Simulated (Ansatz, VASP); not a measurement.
# InPt3C: VASP beside Ansatz, part 2 of 2

Aim: how closely do two programs agree when they are given the same cell, functional and k mesh? The cell is taken from a series of runs on this material, whose earlier steps may have relaxed, scaled, displaced or heated it; both programs get it as it stands.

VASP 6.6.1 and Ansatz 0.2.0.

So far. Step 2 (VASP: single point, PBEsol, pair 1): The run ends at a pressure of 0.40 GPa, with forces up to 0.71 eV/Å. Step 3 (Ansatz: single point, PBEsol, pair 1): The run ends at a pressure of 0.23 GPa, with forces up to 0.71 eV/Å.

**5. VASP: single point, PBEsol, pair 2**

Level of this step: PBEsol; plane waves and PAW (In_d, Pt, C) (VASP).

With cell and atoms fixed, the geometry can't cause a difference; cores, projectors, grids and the points listed under the comparison can.

File INCAR:

```
SYSTEM = InPt3C
PREC = Accurate
ENCUT = 600
EDIFF = 1E-06
NELM = 120
ISMEAR = 1
SIGMA = 0.2
LREAL = .FALSE.
ALGO = Normal
GGA = PS
NBANDS = 58
LASPH = .TRUE.
LORBIT = 11
LWAVE = .FALSE.
LCHARG = .FALSE.
ISIF = 2
GGA_COMPAT = .FALSE.
KPAR = 2
```

File POSCAR:

```
InPt3C
1.0
   -4.1977651068      0.0000000000      0.0000000000
    0.0000000000     -4.1977651068     -4.1977651068
    0.0000000000     -4.1977651068      4.1977651068
In Pt C
2 6 2
Direct
    0.0000000000      0.5000000000      0.5000000000
    0.0000000000      0.0000000000      0.0000000000
    0.4475911600      0.7500000000      0.2500000000
    0.5524088400      0.2500000000      0.7500000000
    0.5524088400      0.7500000000      0.7500000000
    0.4475911600      0.2500000000      0.2500000000
    0.0000000000      0.0000000000      0.5000000000
    0.0000000000      0.5000000000      0.0000000000
    0.5000000000      0.0000000000      0.5000000000
    0.5000000000      0.5000000000      0.0000000000
```

File KPOINTS:

```
Automatic mesh
0
Gamma
8 6 6
0 0 0
```

The projector-augmented-wave data sets are In_d, Pt and C (PBE family, release 64).

On the command line:

```sh
> mpirun -np 2 vasp_std
```

Numbers of over 12 decimals in the logs are rounded to 6 here.

Output:

```text
[banner, memory and clock lines left out]
running    2 mpi-ranks, on    1 nodes
[...]
[... a notice as in an earlier step ...]

 LDA part: xc-table for (Slater+PW92), standard interpolation
 POSCAR, INCAR and KPOINTS ok, starting setup
[...]
entering main loop
       N       E                     dE             d eps       ncg     rms          rms(c)
DAV:   1     0.109924388285E+04    0.10992E+04   -0.46744E+04  9340   0.215E+03
DAV:   2     0.101613188494E+03   -0.99763E+03   -0.94869E+03  9780   0.560E+02
DAV:   3    -0.554187908499E+02   -0.15703E+03   -0.14198E+03  9982   0.191E+02
DAV:   4    -0.691792539144E+02   -0.13760E+02   -0.13133E+02 12760   0.552E+01
[...]
DAV:  12    -0.651857142736E+02    0.50424E-04   -0.92638E-04 11608   0.132E-01    0.388E-02
DAV:  13    -0.651857052678E+02    0.90058E-05   -0.64675E-05 12854   0.635E-02    0.135E-02
DAV:  14    -0.651857049314E+02    0.33641E-06   -0.43197E-06  9244   0.128E-02
   1 F= -.65185705E+02 E0= -.65184086E+02  d E =-.485700E-02
```

From OUTCAR (step 5):

```text
  Total        2.2666292      0.1425669      0.1425669     -0.0000000      0.5741669      0.0000000
  in kB       24.5474658      1.5439915      1.5439915     -0.0000000      6.2181951      0.0000000
  external PRESSURE =       9.2118163 kB  Pullay stress =       0.0000000 kB

 POSITION                                       TOTAL-FORCE (eV/Angst)
 -----------------------------------------------------------------------------------
      0.00000     -4.19777      0.00000         0.000000      0.000000     -0.000000
      0.00000      0.00000      0.00000         0.000000      0.000000     -0.000000
     -1.87888     -4.19777     -2.09888         0.657168      0.000000     -0.000000
     -2.31888     -4.19777      2.09888        -0.657168      0.000000      0.000000
     -2.31888     -6.29665      0.00000        -0.657168      0.000000      0.000000
     -1.87888     -2.09888      0.00000         0.657168     -0.000000      0.000000
      0.00000     -2.09888      2.09888         0.000000      0.000000     -0.000000
      0.00000     -2.09888     -2.09888         0.000000      0.000000     -0.000000
     -2.09888     -2.09888      2.09888         0.000000      0.000000     -0.000000
     -2.09888     -2.09888     -2.09888         0.000000      0.000000     -0.000000
 -----------------------------------------------------------------------------------
    total drift:                                0.000000     -0.000000     -0.000000

  FREE ENERGIE OF THE ION-ELECTRON SYSTEM (eV)
  ---------------------------------------------------
  free  energy   TOTEN  =       -65.1857049314 eV

  energy  without entropy=      -65.1808479283  energy(sigma->0) =      -65.18408593

[... 2 parts as in an earlier step ...]

[... 1 further part left out ...]
[key lines of the parts left out:]
E-fermi :  10.7282
```

The run ends at a pressure of 0.92 GPa, with forces up to 0.66 eV/Å.

**6. Ansatz: single point, PBEsol, pair 2**

The same cell, functional, mesh and smearing now go to Ansatz, which takes its cutoff from its data sets.

The cell is taken from a series of runs on this material, whose earlier steps may have relaxed, scaled, displaced or heated it; both programs get it as it stands.

File input.yaml:

```yaml
crystal:
  lattice:
    - [-4.1977651068, 0.0, 0.0]
    - [0.0, -4.1977651068, -4.1977651068]
    - [0.0, -4.1977651068, 4.1977651068]
  atoms:
    - { symbol: In, position: [0.0, 0.5, 0.5] }
    - { symbol: In, position: [0.0, 1.0, 1.0] }
    - { symbol: Pt, position: [0.44759116, 0.75, 0.25] }
    - { symbol: Pt, position: [0.55240884, 0.25, 0.75] }
    - { symbol: Pt, position: [0.55240884, 0.75, 0.75] }
    - { symbol: Pt, position: [0.44759116, 0.25, 0.25] }
    - { symbol: Pt, position: [1.0, 0.0, 0.5] }
    - { symbol: Pt, position: [1.0, 0.5, 0.0] }
    - { symbol: C, position: [0.5, 0.0, 0.5] }
    - { symbol: C, position: [0.5, 0.5, 0.0] }
kpoints:
  mp_grid: { grid: [8, 6, 6] }
hamiltonian:
  xc: pbesol
  pseudopotentials: { kind: paw, azcp: { folder: soft_1 }, xc_functional: pbe }
scf:
  occupations: { method: methfessel_paxton, width: 0.2 }
output:
  forces: true
  stress: true
  eigenvalues: true
```

On the command line:

```sh
> ansatz run input.yaml --threads 4 --pin off --max-ram 10240MiB --backend cpu --events-out ev --progress --plain --runs-dir out
```

Output:

```text
[...]
Crystal: 10 atoms, lattice volume = 147.940 Å³
Basis set: ecut = 420 eV, 2871 PW (Γ), exchange–correlation on 60×80×80 points (8 copies of the dense FFT grid, shifted against one another)
Bands: 86, of which v1, the nominal top of the filled ones, is band 71 counted from 1 (70 counted from 0)
Symmetry: 8 space group operations
[...]
k-points: 80 of 288
[...]
k-point 0: bands = [... 67 lower, 18.2562, 18.4110, 18.5176, 18.6418, 18.9111, 19.6389, 21.2212, 21.2557, ... 11 higher]
  k-point 1: bands = [... 67 lower, 18.2826, 18.4319, 18.5678, 18.9221, 18.9528, 19.5373, 20.8407, 21.3961, ... 11 higher]
  k-point 2: bands = [... 67 lower, 18.1905, 18.6154, 18.8414, 18.9459, 19.3237, 19.5031, 20.2814, 21.8034, ... 11 higher]
  k-point 79: bands = [... 67 lower, 17.9358, 18.6100, 18.6100, 18.8490, 18.8490, 20.8935, 20.8935, 21.4694, ... 11 higher]
[key lines of the parts left out:]
SCF converged after 8 iterations
Free energy (F): -85854.778164 eV
Fermi energy:    19.417888 eV
P = ⅓ Tr σ = 0.7623 GPa (7.623 kbar)
```

The run ends at a pressure of 0.76 GPa, with forces up to 0.66 eV/Å.

**7. Side by side**

What differs besides the data sets and the points named for the pairs above, as far as they apply: the data sets hold 142 valence electrons in Ansatz (on its PAW soft_1 files) and 94 in VASP. Total energies have different zeros and are not compared.

Both answers:

```
      quantity  Ansatz  VASP  difference
pressure (GPa)    0.76  0.92       -0.16
```

Forces (eV/Å; atoms numbered as in POSCAR):

```
atom        Ansatz x, y, z          VASP x, y, z
 In1   0.000, 0.000, 0.000   0.000, 0.000, 0.000
 In2   0.000, 0.000, 0.000   0.000, 0.000, 0.000
 Pt3   0.655, 0.000, 0.000   0.657, 0.000, 0.000
 Pt4  -0.655, 0.000, 0.000  -0.657, 0.000, 0.000
 Pt5  -0.655, 0.000, 0.000  -0.657, 0.000, 0.000
 Pt6   0.655, 0.000, 0.000   0.657, 0.000, 0.000
 Pt7   0.000, 0.000, 0.000   0.000, 0.000, 0.000
 Pt8   0.000, 0.000, 0.000   0.000, 0.000, 0.000
  C9   0.000, 0.000, 0.000   0.000, 0.000, 0.000
 C10   0.000, 0.000, 0.000   0.000, 0.000, 0.000
```

The forces differ by 0.6 meV/Å r.m.s., which is 0.3 % of the r.m.s. force of 0.240 eV/Å (both taken over all components).

**8. Ansatz: single point, PBEsol, pair 3**

With cell and atoms fixed, the geometry can't cause a difference; cores, projectors, grids and the points listed under the comparison can.

The cell is taken from a series of runs on this material, whose earlier steps may have relaxed, scaled, displaced or heated it; both programs get it as it stands.

input.yaml, the sections that differ from step 6:

```yaml
crystal:
  lattice:
    - [-4.1977651068, 0.0, 0.0]
    - [0.0, -4.1977651068, -4.1977651068]
    - [0.0, -4.1977651068, 4.1977651068]
  atoms:
    - { symbol: In, position: [0.0, 0.5, 0.5] }
    - { symbol: In, position: [0.0, 1.0, 1.0] }
    - { symbol: Pt, position: [0.4237689599, 0.75, 0.25] }
    - { symbol: Pt, position: [0.5762310401, 0.25, 0.75] }
    - { symbol: Pt, position: [0.5762310401, 0.75, 0.75] }
    - { symbol: Pt, position: [0.4237689599, 0.25, 0.25] }
    - { symbol: Pt, position: [1.0, 0.0, 0.5] }
    - { symbol: Pt, position: [1.0, 0.5, 0.0] }
    - { symbol: C, position: [0.5, 0.0, 0.5] }
    - { symbol: C, position: [0.5, 0.5, 0.0] }
output:
  forces: true
  stress: true
  eigenvalues: true
  write_density: true
  write_potential: true
  elf: true
  volumetric_format: npy
# kpoints, hamiltonian, scf: as in step 6
```

Output:

```text
[...]
Crystal: 10 atoms, lattice volume = 147.940 Å³
Basis set: ecut = 420 eV, 2871 PW (Γ), exchange–correlation on 60×80×80 points (8 copies of the dense FFT grid, shifted against one another)
Bands: 86, of which v1, the nominal top of the filled ones, is band 71 counted from 1 (70 counted from 0)
Symmetry: 8 space group operations
[...]
k-points: 80 of 288
[...]
k-point 0: bands = [... 67 lower, 18.0861, 18.3548, 18.4038, 18.5691, 18.8616, 19.2039, 21.5059, 21.5433, ... 11 higher]
  k-point 1: bands = [... 67 lower, 18.0614, 18.4666, 18.5277, 18.7627, 18.8729, 19.1342, 20.9284, 21.6577, ... 11 higher]
  k-point 2: bands = [... 67 lower, 18.1840, 18.3479, 18.7988, 18.8979, 18.9583, 19.4596, 20.3841, 21.8265, ... 11 higher]
  k-point 79: bands = [... 67 lower, 17.9286, 18.3949, 18.3949, 18.7457, 18.7457, 21.2926, 21.2926, 21.3607, ... 11 higher]
[key lines of the parts left out:]
SCF converged after 8 iterations
Free energy (F): -85854.952969 eV
Fermi energy:    19.377892 eV
P = ⅓ Tr σ = 2.1666 GPa (21.666 kbar)
```

The run ends at a pressure of 2.17 GPa, with forces up to 0.14 eV/Å.

**9. VASP: single point, PBEsol, pair 3**

The same cell, functional, mesh and smearing now go to VASP, with its own data sets.

INCAR is that of step 5.

Changes to POSCAR since step 5:

```diff
@@ -10,6 +10,6 @@
     0.0000000000      0.0000000000      0.0000000000
-    0.4475911600      0.7500000000      0.2500000000
-    0.5524088400      0.2500000000      0.7500000000
-    0.5524088400      0.7500000000      0.7500000000
-    0.4475911600      0.2500000000      0.2500000000
+    0.4237689599      0.7500000000      0.2500000000
+    0.5762310401      0.2500000000      0.7500000000
+    0.5762310401      0.7500000000      0.7500000000
+    0.4237689599      0.2500000000      0.2500000000
     0.0000000000      0.0000000000      0.5000000000
```

KPOINTS is that of step 5.

On the command line:

```sh
> mpirun -np 2 vasp_std
```

Output:

```text
[... set-up lines as in an earlier step ...]
 entering main loop
       N       E                     dE             d eps       ncg     rms          rms(c)
DAV:   1     0.110059743680E+04    0.11006E+04   -0.46742E+04  9336   0.215E+03
DAV:   2     0.100377267367E+03   -0.10002E+04   -0.95233E+03  9834   0.560E+02
DAV:   3    -0.556389815179E+02   -0.15602E+03   -0.14099E+03  9962   0.190E+02
DAV:   4    -0.694197297378E+02   -0.13781E+02   -0.13182E+02 12816   0.553E+01
[...]
DAV:  12    -0.653619034469E+02    0.26629E-04   -0.72169E-04 11818   0.124E-01    0.398E-02
DAV:  13    -0.653618925963E+02    0.10851E-04   -0.55872E-05 13394   0.569E-02    0.131E-02
DAV:  14    -0.653618925523E+02    0.43942E-07   -0.47776E-06  9032   0.142E-02
   1 F= -.65361893E+02 E0= -.65359929E+02  d E =-.589079E-02
```

Parts of OUTCAR (step 9):

```text
  Total        4.3714122      1.0136682      1.0136682     -0.0000000      1.2296101      0.0000000
  in kB       47.3421467     10.9779696     10.9779696     -0.0000000     13.3166078      0.0000000
  external PRESSURE =      23.0993620 kB  Pullay stress =       0.0000000 kB

 POSITION                                       TOTAL-FORCE (eV/Angst)
 -----------------------------------------------------------------------------------
      0.00000     -4.19777      0.00000         0.000000      0.000000      0.000000
      0.00000      0.00000      0.00000         0.000000      0.000000      0.000000
     -1.77888     -4.19777     -2.09888         0.145193     -0.000000      0.000000
     -2.41888     -4.19777      2.09888        -0.145193     -0.000000     -0.000000
     -2.41888     -6.29665      0.00000        -0.145193      0.000000     -0.000000
     -1.77888     -2.09888      0.00000         0.145193     -0.000000      0.000000
      0.00000     -2.09888      2.09888         0.000000      0.000000      0.000000
      0.00000     -2.09888     -2.09888         0.000000      0.000000      0.000000
     -2.09888     -2.09888      2.09888         0.000000      0.000000      0.000000
     -2.09888     -2.09888     -2.09888         0.000000      0.000000      0.000000
 -----------------------------------------------------------------------------------
    total drift:                               -0.000000     -0.000000      0.000000

  FREE ENERGIE OF THE ION-ELECTRON SYSTEM (eV)
  ---------------------------------------------------
  free  energy   TOTEN  =       -65.3618925523 eV

  energy  without entropy=      -65.3560017647  energy(sigma->0) =      -65.35992896

[... 2 parts as in an earlier step ...]

[... 1 further part left out ...]
[key lines of the parts left out:]
E-fermi :  10.6917
```

The run ends at a pressure of 2.31 GPa, with forces up to 0.15 eV/Å.

**10. Differences**

What differs besides the data sets and the points named for the pairs above, as far as they apply: the data sets hold 142 valence electrons in Ansatz (on its PAW soft_1 files) and 94 in VASP. Total energies have different zeros and are not compared.

The two programs side by side:

```
      quantity  Ansatz  VASP  difference
pressure (GPa)    2.17  2.31       -0.14
```

Forces (eV/Å; atoms numbered as in POSCAR):

```
atom        Ansatz x, y, z          VASP x, y, z
 In1   0.000, 0.000, 0.000   0.000, 0.000, 0.000
 In2   0.000, 0.000, 0.000   0.000, 0.000, 0.000
 Pt3   0.141, 0.000, 0.000   0.145, 0.000, 0.000
 Pt4  -0.141, 0.000, 0.000  -0.145, 0.000, 0.000
 Pt5  -0.141, 0.000, 0.000  -0.145, 0.000, 0.000
 Pt6   0.141, 0.000, 0.000   0.145, 0.000, 0.000
 Pt7   0.000, 0.000, 0.000   0.000, 0.000, 0.000
 Pt8   0.000, 0.000, 0.000   0.000, 0.000, 0.000
  C9   0.000, 0.000, 0.000   0.000, 0.000, 0.000
 C10   0.000, 0.000, 0.000   0.000, 0.000, 0.000
```

The forces differ by 1.4 meV/Å r.m.s., which is 2.6 % of the r.m.s. force of 0.053 eV/Å (both taken over all components).

**11. What came out**

```json
{"r.m.s. force difference (single point, PBEsol, pair 1)": "0.16 % of the r.m.s. force", "r.m.s. force difference (single point, PBEsol, pair 2)": "0.26 % of the r.m.s. force", "r.m.s. force difference (single point, PBEsol, pair 3)": "1.4 meV/Å"}
```

In words: The r.m.s. force difference is 1.4 meV/Å (single point, PBEsol, pair 3), within the 12 meV/Å picked in this series as the mark of a large difference. The data sets hold unlike numbers of valence electrons (142 in Ansatz and 94 in VASP), so part of the differences may come from the potentials. 2 further pairs of this series are not shown here. How closely two codes agree says nothing of how well the functional describes the real material.

[Lines on the potential files, build, host, timing and source positions are cut from VASP's logs without a mark.]

[Logs are printed without paths, hosts, clocks, repeated set-up lines and the standing remarks that a program may print on its own settings, such as how far it seeks lower states.]

[Hosts, paths, dates, database ids (printed as entryN), source tags and the programs' standing remarks are cut or masked in the printed files.]
